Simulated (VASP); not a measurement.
KZnF3 (cubic perovskite), at 0.96 of the tabulated volume:

```xyz
5
Lattice="3.9953 0.0000 0.0000 0.0000 3.9953 0.0000 0.0000 0.0000 3.9953" Properties=species:S:1:pos:R:3 pbc="T T T"
K      0.0000     0.0000     0.0000
Zn     1.9976     1.9976     1.9976
F      1.9976     0.0000     1.9976
F      0.0000     1.9976     1.9976
F      1.9976     1.9976     0.0000
```

The lowest empty band near Γ, direction [111], from mBJ (TB09) with spin-orbit coupling in VASP (PAW); its two spin partners are averaged. The gap over the points computed is 6.79 eV, and the next band on that side lies 3.18 eV away at the edge.

Run with 520 eV cut-off, 6×6×6 Γ-centred mesh, Gaussian smearing of 0.050 eV, potentials K_sv Zn F.

```csv
distance from the edge in k (1/Å),distance in energy (meV)
0.025,4.3
0.035,8.4
0.050,17.0
0.070,33.3
```

Problem. Fit E(1 + αE) = ħ²k²/2m* (ħ²/2m0 = 3.810 eV Å²) and predict the row at 0.095 1/Å.

Solution. The rows don't resolve α, so a parabola serves: the electron mass is m* = 0.560 m0, and so 61.4 meV. The run gave 60.9 meV, -0.5 meV from the fit.

Left out are points under 3 meV from the edge, since the levels carry 0.1 meV, and points farther than half the way to the next band.

The compound is KZnF3 in the cubic perovskite structure. The cell was not relaxed at this level.
